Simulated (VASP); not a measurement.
```
SrO
1.0
    0.00000     2.62816     2.62816
    2.62816     0.00000     2.62816
    2.62816     2.62816     0.00000
Sr O
1 1
Direct
  0.00000   0.00000   0.00000
  0.50000   0.50000   0.50000
```

All values below come from PBE0 hybrid, VASP's PBE PAW potentials (set 64) (plane waves; VASP 6.6.1). Numerical set-up: 520 eV cut-off, 6×6×6 Γ-centred mesh, Gaussian smearing of 0.050 eV, potentials Sr_sv O.

**Question.** Predict the energy per atom (σ→0), pressure, band gap (on the k-mesh) with the smallest direct gap where there is one.

**Answer.** 
The band gap (on the k-mesh) comes out as 5.48 eV, the smallest direct gap (on the k-mesh) is 5.63 eV and the energy per atom (σ→0) is -7.366 eV/atom. The pressure comes out as -44.8 kbar.

Total energies compare only between runs with the same potentials, cut-off and functional.

The compound is SrO in the rock salt structure. This cell is one point of a volume scan, at 1.03 of the reference volume. The cell's shape comes from a PBE relaxation.
